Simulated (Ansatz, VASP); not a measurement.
## NiO in two plane-wave programs

One calculation is typed for both programs; each brings its own data sets. How far apart do they land? The cell is taken from a series of runs on this material, whose earlier steps may have relaxed, scaled, displaced or heated it; both programs get it as it stands.

Method: plane waves, with VASP 6.6.1 beside it; zone-centre phonons at PBEsol, DFT+U, in Ansatz development build.

### 1. Starting point

The structure is cubic, space group Fm-3m (No. 225). Conventional cell: a = 4.187 Å, b = 4.187 Å, c = 4.187 Å, α = 90.00°, β = 90.00°, γ = 90.00°. Ni has 6 O at 2.09 Å nearest. Nearest to O lie 6 Ni at 2.09 Å. Farther neighbours and most contacts between anions are not listed. That group holds within 0.01 Å; judged at 0.001 Å it is R-3m (No. 166).

### 2. Ansatz: zone-centre phonons, PBEsol, DFT+U

Ansatz runs on its PAW soft_1 files.

Second derivatives magnify differences that forces hide, and they need a tight electronic threshold.

The input, input.yaml:

```yaml
crystal:
  lattice:
    - [2.0946970277, 0.0, -2.0946970278]
    - [2.0946970278, -2.0946970278, 0.0]
    - [-2.0893261369, -2.0893261369, -4.1840231646]
  atoms:
    - { symbol: Ni, position: [0.0, 0.5, 0.5], spin: -1.81 }
    - { symbol: Ni, position: [0.0, 0.0, 0.0], spin: 1.81 }
    - { symbol: O, position: [0.5, 0.25, 0.75] }
    - { symbol: O, position: [0.5, 0.75, 0.25] }
kpoints:
  mp_grid: { grid: [12, 12, 12] }
hamiltonian:
  xc: pbesol
  hubbard:
    sites: [{ species: Ni, l: d, u_eff: 6.2 }]
    projectors: ortho-atomic
  pseudopotentials: { kind: paw, azcp: { folder: soft_1 }, xc_functional: pbe }
scf:
  occupations: { method: gaussian, width: 0.02 }
  convergence: { dr2_threshold: 1.0e-10 }
output:
  eigenvalues: true
magnetization:
  spin_polarized: true
phonons:
  method: fd
  dielectric: true
  rigid_motions: translations
  supercell: [1, 1, 1]
```

Started as:

```
> ansatz run input.yaml --threads 8 --pin off --max-ram 16384MiB --backend cpu --events-out ev --progress --plain --runs-dir out
```

Numbers of over 12 decimals in the logs are rounded to 6 here.

The program printed:

```text
Engine: ansatz (development build), aarch64-unknown-linux-gnu
Pseudopotentials: kind: paw
Pseudopotential: Ni, paw, valence charge 18, recommended cutoff 420 eV (normal), soft_1/Ni.paw.azcp
Pseudopotential: O, paw, valence charge 6, recommended cutoff 420 eV (normal), soft_1/O.paw.azcp
Functional definition: PBEsol
  exchange = pbesol_x
  correlation = pbesol_c
davidson cushion auto → off  (block headroom 7 ≥ Hubbard manifold empty extent 2; pin scf.eigensolver.cushion to override)
Crystal: 4 atoms, lattice volume = 36.693 Å³
Basis set: ecut = 420 eV, 707 PW (Γ)
Bands: 31, of which v1, the nominal top of the filled ones, is band 24 counted from 1 (23 counted from 0)
Symmetry: 4 space group operations
k-points: 476 of 1728
Non-local potential: Ni, projectors of the file, l = 0: 3, l = 1: 2, l = 2: 3, l = 3: 1
Non-local potential: O, projectors of the file, l = 0: 2, l = 1: 2, l = 2: 1
PAW form: soft (Blöchl's): semilocal exchange-correlation on the pseudo side does not see the compensation charge
PAW frozen core: Ni, regenerated for the run's functional, and the local potential with it (the file was generated under x = pbe(κ = 0.804, μ = 0.219515), c = pbe(β = 0.066725))
PAW frozen core: O, regenerated for the run's functional, and the local potential with it (the file was generated under x = pbe(κ = 0.804, μ = 0.219515), c = pbe(β = 0.066725))
PAW one-centre angular grid: Ni, 590 points (default); XC on 64 Gauss nodes
PAW one-centre angular grid: O, 110 points (default); XC on 64 Gauss nodes
Initial density: superposition of atomic densities (chi_scale 0.1, normalization cell, long waves kept (reshape's long-wave potential 0.00 eV rms))
Starting moments: Σ|m| = 3.62 μB on 2 of 4 sites
Initial wavefunctions: pseudopotential atomic-orbital guess
Functional: x = pbesol(κ = 0.804, μ = 0.123457), c = pbesol(β = 0.046)
SCF iter   1: F=—  HF=-12729.722445 eV  |F-HF|=—  |Δ(HF+E_count)|=         —  Δρ=2.86e-1 (↑2.86e-1 ↓2.86e-1)  dr2=6.63e1  dr2_m=8.07e0  M=0.000 μB ∫|m|=0.850 μB  β_m=0.30  ethr=1.00e-1  ⟨swp⟩=5.6  Hψ=40750  notcnv=0
PPCG with updated residuals makes no iteration of this SCF: a Hubbard term acts on the bands
preconditioner: auto → Kerker (q_TF=auto, 2.853 Å⁻¹)  [metal: Δε(μ)=0.006 eV  Ē_g=13.980 eV  σ=0.020 eV  W_gap=0.17  n_scr=16 (ndim 8)  ℏωp=34.7 eV  f_vac=0.000  D(μ)=2.19/eV (n_scr^D=28)]
spin=Collinear: Kerker preconditioning applied to the charge; magnetization (m = ρ↑ − ρ↓) channel mixes plain (no charge-response kernel on spin).
iter 2 solved again at ethr=1.62e-3 eV; its pass at ethr=1.00e-1 eV (dr2=7.77e-1 eV) is discarded
SCF iter   2: F=—  HF=-12722.809575 eV  |F-HF|=—  |Δ(HF+E_count)|=    6.91e0  Δρ=5.76e-2 (↑5.76e-2 ↓5.76e-2)  dr2=8.19e-1  dr2_m=2.84e-1  M=0.000 μB ∫|m|=2.749 μB  β_m=1.00  ethr=1.62e-3  ⟨swp⟩=4.2  Hψ=68911  notcnv=0  defer=162
preconditioner: auto → none  [insulator: Δε(μ)=0.562 eV  Ē_g=12.840 eV  σ=0.020 eV  W_gap=1.00  n_scr=16 (ndim 8)  ℏωp=34.7 eV  f_vac=0.000  D(μ)=0.00/eV (n_scr^D=0)  ε∞_Penn≈8.3]
SCF iter   3: F=—  HF=-12723.837612 eV  |F-HF|=—  |Δ(HF+E_count)|=    1.03e0  Δρ=3.88e-2 (↑3.88e-2 ↓3.88e-2)  dr2=4.52e-1  dr2_m=1.07e-1  M=0.000 μB ∫|m|=3.039 μB  β_m=1.00  ethr=1.62e-3  ⟨swp⟩=3.4  Hψ=39264  notcnv=0  defer=118
SCF iter   4: F=—  HF=-12724.824472 eV  |F-HF|=—  |Δ(HF+E_count)|=   9.87e-1  Δρ=1.12e-2 (↑1.12e-2 ↓1.12e-2)  dr2=2.43e-2  dr2_m=1.70e-2  M=0.000 μB ∫|m|=3.138 μB  β_m=1.00  ethr=9.43e-4  ⟨swp⟩=3.5  Hψ=44098  notcnv=0  defer=74
SCF iter   5: F=—  HF=-12725.452592 eV  |F-HF|=—  |Δ(HF+E_count)|=   6.28e-1  Δρ=1.85e-2 (↑1.85e-2 ↓1.85e-2)  dr2=1.90e-1  dr2_m=5.14e-2  M=0.000 μB ∫|m|=3.322 μB  β_m=1.00  ethr=5.05e-5  ⟨swp⟩=4.3  Hψ=39992  notcnv=0  defer=113
SCF iter   6: F=—  HF=-12725.839549 eV  |F-HF|=—  |Δ(HF+E_count)|=   3.87e-1  Δρ=4.00e-3 (↑4.00e-3 ↓4.00e-3)  dr2=1.64e-2  dr2_m=4.74e-4  M=0.000 μB ∫|m|=3.333 μB  β_m=1.00  ethr=5.05e-5  ⟨swp⟩=4.6  Hψ=46547  notcnv=0  defer=45
SCF iter   7: F=—  HF=-12726.075996 eV  |F-HF|=—  |Δ(HF+E_count)|=   2.36e-1  Δρ=5.50e-3 (↑5.50e-3 ↓5.50e-3)  dr2=1.40e-2  dr2_m=5.28e-3  M=0.000 μB ∫|m|=3.381 μB  β_m=0.30  ethr=3.41e-5  ⟨swp⟩=3.3  Hψ=40096  notcnv=0  defer=12
Mixer restart at iter 7: flushing history
spin-set hold released at iteration 7 (site moments contracting): the magnetisation degrees of freedom join the quasi-Newton model from the next iteration; the mixer history was flushed
SCF iter   8: F=—  HF=-12726.229943 eV  |F-HF|=—  |Δ(HF+E_count)|=   1.54e-1  Δρ=8.40e-3 (↑8.40e-3 ↓8.40e-3)  dr2=1.65e-2  dr2_m=1.96e-2  M=0.000 μB ∫|m|=3.453 μB  β_m=0.65  ethr=2.91e-5  ⟨swp⟩=3.0  Hψ=30895  notcnv=0  defer=4
SCF iter   9: F=—  HF=-12726.405880 eV  |F-HF|=—  |Δ(HF+E_count)|=   1.76e-1  Δρ=7.13e-3 (↑7.13e-3 ↓7.13e-3)  dr2=1.12e-2  dr2_m=1.13e-2  M=0.000 μB ∫|m|=3.487 μB  β_m=0.82  ethr=2.91e-5  ⟨swp⟩=4.2  Hψ=50055  notcnv=0  defer=30
Mixer restart at iter 9: flushing history
[...]
SCF iter  15: F=-12726.461241 eV  HF=-12726.461241 eV  |F-HF|=1.46e-11  |Δ(HF+E_count)|=  3.64e-11  Δρ=1.42e-7 (↑1.30e-7 ↓1.42e-7)  dr2=1.61e-12  dr2_m=4.78e-12  M=0.000 μB ∫|m|=3.563 μB  ethr=1.25e-12 (applied; sched 1.00e-12)  ⟨swp⟩=3.0  Hψ=54473  notcnv=0
SCF 6 converged in 15 iterations: F = -12726.461241 eV  dr2 = 1.61e-12
[...]
SCF iter   5: F=-12726.461241 eV  HF=-12726.461241 eV  |F-HF|=5.64e-11  |Δ(HF+E_count)|=  1.51e-10  Δρ=6.33e-7 (↑5.98e-7 ↓6.33e-7)  dr2=7.24e-11  dr2_m=7.92e-11  M=0.000 μB ∫|m|=3.563 μB  ethr=2.99e-12  ⟨swp⟩=3.0  Hψ=65901  notcnv=0  defer=1
SCF 7 converged in 5 iterations: F = -12726.461241 eV  dr2 = 7.24e-11
  Residual-converged pass: ⟨swp⟩=4.9  Hψ=98964  notcnv=0  max |occ|·‖R‖ = 2.1e-7 eV (tolerance 2.1e-7 eV)  dr2=7.15e-11  dr2_m=8.00e-11  dr2_onsite=7.61e-11  max |Δocc| = 0.0e0
SCF converged after 17 iterations
Magnetization: 0.0000 μB (24.0000 up, 24.0000 down)
Absolute magnetization: 3.5630 μB (∫|ρ↑−ρ↓|)
Spin contamination: 1.9051 ħ² per cell (⟨S²⟩ above its minimum at these occupations)
Per-site moments (μB) at R_I (Å): [(-1.648870, 0.863509), (1.648870, 0.863509), (7.453856066933037e-17, 0.863509), (-5.2123091616276273e-17, 0.863509)]
Free energy (F): -12726.461653 eV
Harris-Foulkes:  -12726.461653 eV  (|F-HF|=7.28e-12)
Internal energy: -12726.461653 eV  (E = F + TS)
E sigma→0 (E₀):  -12726.461653 eV
Fermi energy:    14.114363 eV
--- Per-component energies (eV) ---
  E_band       = -728.773878
  E_kinetic    = 997.525496
  E_local      = -6592.727041  (includes V_loc(G=0)·N_el)
  E_nonlocal   = -114.018695
  E_hartree    = 3384.329046
  E_xc         = -360.301864
  E_vxc        = -465.044477  (∫ρ·V_xc dr)
  E_hubbard    = 1.974519  (on-site DFT+U / exact-exchange correction)
  E_vhub       = -47.720311  (the Hubbard potential's part of the band-sum identity)
  E_paw        = -3557.285784  (= ΣΔE_a)
  E_vpaw       = -1275.449788  (= ΣTr[D̂ρ^β])
  E_aug_tail   = 0.002886  (compensation charges beyond the density's cutoff)
  E_ewald      = -6486.425372
  E_core_change = 0.465154  (= ΣΔE_core)
  E_smearing   = -0.000000  (= −TS)
  E_closure    = 0.000000  (closes the sum)
  Σ components = -12726.461653   (vs F -12726.461653, Δ=0.00e0)
--- Forces (eV/Å), atoms counted from 1 ---
  atom   1  Ni    -0.00000000     0.00000000    -0.00000000
  atom   2  Ni     0.00000000    -0.00000000     0.00000000
  atom   3  O      0.00000000     0.00000000     0.00000000
  atom   4  O     -0.00000000    -0.00000000    -0.00000000
  max |Σ_I F_I| component (acoustic sum rule): 1.26e-29 eV/Å
--- Band table (eV; the first three rows and the last of 378) ---
  k-point 0 ↑: bands = [... 20 lower, 11.6000, 11.6189, 11.7818, 11.7818, 15.5930, 16.5500, 16.5500, 19.4679, ... 3 higher]
  k-point 1 ↑: bands = [... 20 lower, 11.4733, 11.5039, 11.9252, 11.9252, 15.7432, 16.5355, 16.5355, 19.4680, ... 3 higher]
  k-point 2 ↑: bands = [... 20 lower, 11.3115, 11.3115, 12.1328, 12.1328, 16.1376, 16.4952, 16.4952, 19.4490, ... 3 higher]
  k-point 188 ↓: bands = [... 20 lower, 10.4840, 10.6856, 11.4118, 11.7165, 16.3300, 16.4847, 22.6607, 22.8565, ... 3 higher]
Occupation matrices written to <dir>
fft plans: ranked — 0 lengths (probe disabled); 3 noted on the structural route
--- Phonons: 4 displaced members + reference (amplitude 0.01 Å, Σ member SCF iterations 40) ---
  symmetry images taken by strict's conditions (phonons.symmetry_images: auto; settled by no image being taken that strict refuses)
  ASR residual: 3.287e-4 → 0.000e0 eV/Å²; symmetrization residual: 1.003e-4 eV/Å²
  ASR residual per site (eV/Å²): 3.29e-4 1.46e-4 5.77e-5 5.77e-5
  Γ frequencies (cm⁻¹): -0.00 -0.00 0.00 201.04 201.04 320.13 328.37 328.37 374.68 386.28 386.28 529.49
  Unit cell's response to a homogeneous field, on a k mesh of 12×12×12: 2 representative field directions (Σ response iterations 16)
  ε∞ (high-frequency dielectric tensor):
        5.966067     0.011401     0.011401
        0.011401     5.966067     0.011401
        0.011401     0.011401     5.966067
  ε⁰ (static dielectric tensor: ions relaxed, cell fixed):
       12.940661     0.258435     0.258435
        0.258435    12.940661     0.258435
        0.258435     0.258435    12.940661
  ε⁰ − ε∞ (ionic part):
        6.974594     0.247033     0.247033
        0.247033     6.974594     0.247033
        0.247033     0.247033     6.974594
  softest optical mode at Γ: 201.04 cm⁻¹; the repairs (sum rule, projections) moved no ω² at Γ by more than (4.80 cm⁻¹)²
  Born effective charges Z* (e; rows j = field, columns β = displacement):
    site 0:
         2.18510    0.01592    0.01592
         0.01592    2.18510    0.01592
         0.01592    0.01592    2.18510
    site 1:
         2.18511    0.01592    0.01592
         0.01592    2.18511    0.01592
         0.01592    0.01592    2.18511
    site 2:
        -2.18510   -0.01592   -0.01592
        -0.01592   -2.18510   -0.01592
        -0.01592   -0.01592   -2.18510
    site 3:
        -2.18510   -0.01592   -0.01592
        -0.01592   -2.18510   -0.01592
        -0.01592   -0.01592   -2.18510
  Z* charge neutrality: 8.648e-6 e pre-enforcement
  k-mesh period / interband length: 35.5 Å / 1.70 Å = 20.97 at k = (0.0000, 0.0000, 0.0000) (spin ↑), direct gap 3.811 eV — 14 or more, which is no proof of convergence
  optical modes at Γ without the LO–TO term, one row a degenerate level:
      ω (cm⁻¹)  modes    IR ((D/Å)²/amu)
        201.04      2             0.0000
        320.13      1             0.0000
        328.37      2             0.0000
[...]
optical modes at Γ + LO–TO along q̂ = [1.0000, 0.0000, 0.0000]:
      ω (cm⁻¹)  modes    IR ((D/Å)²/amu)
[...]
optical modes at Γ + LO–TO along q̂ = [0.0000, 1.0000, 0.0000]:
      ω (cm⁻¹)  modes    IR ((D/Å)²/amu)
[...]
optical modes at Γ + LO–TO along q̂ = [0.0000, 0.0000, 1.0000]:
      ω (cm⁻¹)  modes    IR ((D/Å)²/amu)
        201.04      1             0.0000
        201.04      1             0.0000
        320.13      1             0.0000
        328.37      2             0.0000
        378.57      1            17.7920
        386.28      1            17.2695
        529.49      1             0.0000
        563.06      1            17.5158
  density of states and harmonic sums: on the 1×1×1 q-mesh (the dipole–dipole term moves no row of the force constants' own mesh)
  zero-point energy: 0.189428 eV/cell   skipped modes (ω ≤ 0): 3   left out of the sums: 2.50e-1 of the cell's modes: C_V's classical limit lies that fraction below 3 k_B per atom; for a crystal, a wire or a layer, F and S can be off by more, and a phonons.interpolated_qmesh denser along its periods is the remedy for the sampling
```

(Continued in part 2 of 2.)

[Lines on the potential files, build, host, timing and source positions are cut from VASP's logs without a mark.]

[Logs are printed without paths, hosts, clocks, repeated set-up lines and the standing remarks that a program may print on its own settings, such as how far it seeks lower states.]

[Hosts, paths, dates, database ids (printed as entryN), source tags and the programs' standing remarks are cut or masked in the printed files.]
